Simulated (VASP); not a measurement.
All values below come from PBE GGA with D3 dispersion (Becke-Johnson damping), VASP's PBE PAW potentials (set 64) (plane waves; VASP 6.6.1).

Input for VASP

File KPOINTS:
```
k-points along high-symmetry lines
15
Line-mode
Reciprocal
  0.000000   0.000000   0.000000 ! GAMMA
 -0.500000  -0.500000   0.000000 ! X

 -0.500000  -0.500000   0.000000 ! X
 -0.375000  -0.375000   0.250000 ! U

 -0.375000   0.000000   0.375000 ! K
  0.000000   0.000000   0.000000 ! GAMMA

  0.000000   0.000000   0.000000 ! GAMMA
 -0.000000  -0.000000   0.500000 ! L

 -0.000000  -0.000000   0.500000 ! L
 -0.500000  -0.250000   0.250000 ! W

 -0.500000  -0.250000   0.250000 ! W
 -0.500000  -0.500000   0.000000 ! X
```

INCAR:
```
LORBIT = 11
ENCUT = 520   ! plane-wave cut-off (eV)
LASPH = .TRUE.
SIGMA = 0.05   ! width (eV)
LCHARG = .FALSE.
PREC = Accurate
EDIFF = 1E-7
SYSTEM = BP
ISMEAR = 0
IVDW = 12
GGA = PE   ! PBE
LREAL = .FALSE.
NELM = 100   ! most electronic steps
ALGO = Normal
LWAVE = .FALSE.
ICHARG = 11
```

**POSCAR**
```
BP
3.1857170
  0.0000000000   0.7071067064   0.7071067064
  0.7071067064   0.0000000000   0.7071067064
  0.7071067064   0.7071067064   0.0000000000
B P
1 1
Cartesian
  0.0000000000   0.0000000000   0.0000000000
  0.3535533532   0.3535533532   0.3535533532
```

POTCAR, in this order: B P (PBE.64 set). Program: vasp_std. Read from the step before: CHGCAR.

Output

**OUTCAR**
```
 ion  position               nearest neighbor table
   1  0.000  0.000  0.000-   2 1.95   2 1.95   2 1.95   2 1.95
   2  0.250  0.250  0.250-   1 1.95   1 1.95   1 1.95   1 1.95
  LATTYP: Found a face centered cubic cell.
 ALAT       =     4.5052837110
 Subroutine PRICEL returns:
 Original cell was already a primitive cell.
 Subroutine GETGRP returns: Found 24 space group operations
The static configuration has the point symmetry T_d .
The dynamic configuration has the point symmetry T_d .
 Subroutine INISYM returns: Found 24 space group operations
   k-points           NKPTS =     90   k-points in BZ     NKDIM =     90   number of bands    NBANDS=      8
   number of dos      NEDOS =    301   number of ions     NIONS =      2
   total plane-waves  NPLWV =  13824
   dimension x,y,z NGX =    24 NGY =   24 NGZ =   24
   dimension x,y,z NGXF=    48 NGYF=   48 NGZF=   48
   ions per type =               1   1
   PREC   = accura    normal or accurate (medium, high low for compatibility)
   ISTART =      0    job   : 0-new  1-cont  2-samecut
   ICHARG =     11    charge: 1-file 2-atom 10-const
   ISPIN  =      1    spin polarized calculation?
   LNONCOLLINEAR =      F non collinear calculations
   LSORBIT =      F    spin-orbit coupling
   INIWAV =      1    electr: 0-lowe 1-rand  2-diag
   ENCUT  =  520.0 eV  38.22 Ry    6.18 a.u.   5.92  5.92  5.92*2*pi/ulx,y,z
   NELM   =    100;   NELMIN=  2; NELMDL= -5     # of ELM steps
   EDIFF  = 0.1E-06   stopping-criterion for ELM
   LREAL  =      F    real-space projection
   NLSPLINE    = F    spline interpolate recip. space projectors
   LMAXMIX     =    2 max onsite mixed and CHGCAR
   VOSKOWN=      0    Vosko Wilk Nusair interpolation
   EDIFFG = 0.1E-05   stopping-criterion for IOM
   NSW    =      0    number of steps for IOM
   NBLOCK =      1;   KBLOCK =      1    inner block; outer block
   IBRION =     -1    ionic relax: 0-MD 1-quasi-New 2-CG
   NFREE  =      0    steps in history (QN), initial steepest desc. (CG)
   ISIF   =      2    stress and relaxation
   ISYM   =      2    0-nonsym 1-usesym 2-fastsym
   TEIN   =    0.0    initial temperature
   TEBEG  =    0.0;   TEEND  =   0.0 temperature during run
   SMASS  =  -3.00    Nose mass-parameter (am)
   PSTRESS=    0.0 pullay stress
   NELECT =       8.0000    total number of electrons
   EFERMI =   0.00;   METHOD = LEGACY
   ISMEAR =     0;   SIGMA  =   0.05  broadening in eV -4-tet -1-fermi 0-gaus
   IALGO  =     38    algorithm
   LDIAG  =      T    sub-space diagonalisation (order eigenvalues)
   IMIX   =      4    mixing-type and parameters
     AMIX     =   0.40;   BMIX     =  1.00
     AMIX_MAG =   1.60;   BMIX_MAG =  1.00
     AMIN     =   0.10
   GGA     = PE    functional components
   VOSKOWN =     0    Vosko Wilk Nusair interpolation
   LHFCALC =     F    Hartree Fock is set to
   LHFONE  =     F    Hartree Fock one center treatment
   AEXX    =    0.0000 exact exchange contribution
   IVDW    =    12    specifies the selected vdW correction
   LEPSILON=     F    determine dielectric tensor
   LRPA    =     F    only Hartree local field effects (RPA)
  energy-cutoff  :      520.00
  volume of cell :       22.86
      direct lattice vectors                 reciprocal lattice vectors
     0.000000000  2.252641855  2.252641855    -0.221961604  0.221961604  0.221961604
     2.252641855  0.000000000  2.252641855     0.221961604 -0.221961604  0.221961604
     2.252641855  2.252641855  0.000000000     0.221961604  0.221961604 -0.221961604
 k-point     1 :   0.0000 0.0000 0.0000  plane waves:     609
 k-point     2 :  -0.0357-0.0357 0.0000  plane waves:     609
 k-point     3 :  -0.0714-0.0714 0.0000  plane waves:     609
 k-point     4 :  -0.1071-0.1071 0.0000  plane waves:     609
 k-point     5 :  -0.1429-0.1429 0.0000  plane waves:     597
 k-point     6 :  -0.1786-0.1786 0.0000  plane waves:     605
 k-point     7 :  -0.2143-0.2143 0.0000  plane waves:     604
 k-point     8 :  -0.2500-0.2500 0.0000  plane waves:     592
 k-point     9 :  -0.2857-0.2857 0.0000  plane waves:     620
 k-point    10 :  -0.3214-0.3214 0.0000  plane waves:     624
...
```

File OSZICAR:
```
       N       E                     dE             d eps       ncg     rms          rms(c)
DAV:   1     0.125166898831E+02    0.12517E+02   -0.42247E+03  1448   0.904E+02
DAV:   2    -0.106261996792E+02   -0.23143E+02   -0.21773E+02  2280   0.111E+02
DAV:   3    -0.108850025855E+02   -0.25880E+00   -0.25880E+00  1816   0.149E+01
DAV:   4    -0.108855330655E+02   -0.53048E-03   -0.53048E-03  2256   0.660E-01
DAV:   5    -0.108855335323E+02   -0.46681E-06   -0.46681E-06  1904   0.140E-02
DAV:   6    -0.108855335370E+02   -0.47868E-08   -0.47869E-08  2296   0.743E-04
   1 F= -.11546629E+02 E0= -.11546629E+02  d E =-.402602E-17
```

File OUTCAR:
```
 val. band max:        7.6913961426   @ k =   0.0000   0.0000   0.0000

 cond. band min:       8.8978631224   @ k =  -0.4286  -0.4286   0.0000



 k-point     1 :       0.0000    0.0000    0.0000
  band No.  band energies     occupation
      1      -7.9640      2.00000
      2       7.6914      2.00000
      3       7.6914      2.00000
      4       7.6914      2.00000
      5      11.1250      0.00000
      6      11.1250      0.00000
      7      11.1250      0.00000
      8      15.3985      0.00000

 k-point     2 :      -0.0357   -0.0357    0.0000
  band No.  band energies     occupation
      1      -7.9327      2.00000
      2       7.5494      2.00000
      3       7.5494      2.00000
      4       7.5840      2.00000
      5      11.0595      0.00000
      6      11.3019      0.00000
      7      11.3019      0.00000
      8      15.4813      0.00000

 k-point     3 :      -0.0714   -0.0714    0.0000
  band No.  band energies     occupation
      1      -7.8390      2.00000
      2       7.1921      2.00000
      3       7.1921      2.00000
      4       7.2769      2.00000
      5      10.8809      0.00000
      6      11.7634      0.00000
      7      11.7634      0.00000
      8      15.6565      0.00000

 k-point     4 :      -0.1071   -0.1071    0.0000
  band No.  band energies     occupation
      1      -7.6832      2.00000
      2       6.7328      2.00000
      3       6.7328      2.00000
      4       6.8060      2.00000
      5      10.6282      0.00000
      6      12.3948      0.00000
      7      12.3948      0.00000
      8      15.6683      0.00000

 k-point     5 :      -0.1429   -0.1429    0.0000
  band No.  band energies     occupation
      1      -7.4658      2.00000
      2       6.2118      2.00000
      3       6.2446      2.00000
      4       6.2446      2.00000
      5      10.3388      0.00000
      6      13.1205      0.00000
      7      13.1205      0.00000
      8      15.2039      0.00000
...
```

The density is held fixed in this step, so its total energy and stress have no physical meaning.

The compound is BP in the zinc blende structure. It was relaxed first.
